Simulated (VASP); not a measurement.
SrTiO3, 5 atoms in the cell. Symmetry: Pm-3m, No. 221, cubic system. The conventional cell has a = 3.905 Å, b = 3.905 Å, c = 3.905 Å, α = 90.00°, β = 90.00°, γ = 90.00°. Around Sr (site symmetry m-3m) lie 12 O at 2.76 Å. Around Ti (site symmetry m-3m) lie 6 O at 1.95 Å. O (site symmetry 4/mmm) has 2 Ti at 1.95 Å as nearest neighbours. 

```yaml
Program: VASP 6.6.1
Task: relaxation of cell and atoms
Functional: PBE
Potentials_or_basis: VASP PAW PBE potentials, release 64 (Sr_sv, Ti_sv, O)
Cutoff: 600 eV
k_mesh: 8 × 8 × 8
Occupations: gaussian, width 0.02 eV
Spin: no spin polarisation
Further_INCAR_settings: ALGO = Fast; EDIFF = 1e-07; IBRION = 2; EDIFFG = -0.004; NSW = 80; ISIF = 3
```

Potentials or basis: VASP PAW PBE potentials, release 64 (Sr_sv, Ti_sv, O).

Command:

```console
$ cat potpaw_PBE.64/Sr_sv/POTCAR potpaw_PBE.64/Ti_sv/POTCAR potpaw_PBE.64/O/POTCAR > POTCAR
$ mpirun -np 1 vasp_std > vasp.out
```

Hardware: 1 thread of Intel(R) Xeon(R) 6975P-C (Granite Rapids), on a shared host.

Problem. How long does it take, and how much memory?

Solution. Wall time 4.8 min on 1 thread of Intel(R) Xeon(R) 6975P-C (Granite Rapids) (shared host), peak memory 0.23 GiB. Counts: scf iterations 251, k points 35, ion steps 4.
